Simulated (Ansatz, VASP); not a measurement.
**One calculation of Al2H2Cl, two programs**

```xyz
5
Lattice="3.2385 0.0000 0.0000 -1.6192 2.8046 0.0000 0.0000 0.0000 8.0993" Properties=species:S:1:pos:R:3 pbc="T T T"
Al    0.0000    0.0000    3.5543
Al    0.0000    0.0000    6.0852
H     0.0000    0.0000   -0.4185
H     0.0000    1.8697    6.0106
Cl    0.0000    1.8697    1.9376
```

Alike in both runs: functional PBE; dispersion D3(BJ); k mesh 6 × 6 × 2; occupations gaussian, width 0.1 eV; no spin polarisation.

Ansatz relaxed the structure, and its values are those at the end. VASP's run is a single point on that final structure, the one shown.

```csv
,VASP,Ansatz
version,VASP 6.6.1,Ansatz 0.2.0
potentials or method,"VASP PAW PBE potentials, release 64 (Al, H, Cl)","scalar-relativistic, plane waves, PAW"
plane-wave cutoff (eV),520,420
valence electrons in the cell,15,15
```

Ansatz gave:

| Item | Value |
| --- | --- |
| gap on the k mesh at the Fermi level (eV) | none |
| pressure (GPa) | 0.0 |
| rms of the force components (eV/Å) | 0.009 |

Task: What did VASP give for the same quantities?

Result: gap on the k mesh at the Fermi level (eV): none; pressure (GPa): -0.1; rms of the force components (eV/Å): 0.007.

A gap of «none» marks a metal or a gap that the smearing closes.

Caveats: the k mesh is coarse (spacing up to 0.39 Å⁻¹), so the values aren't converged; an odd number of electrons without spin polarisation forces a metal; a magnetic or distorted state may lie lower; pairwise dispersion overbinds metals, which lowers pressure and volume.
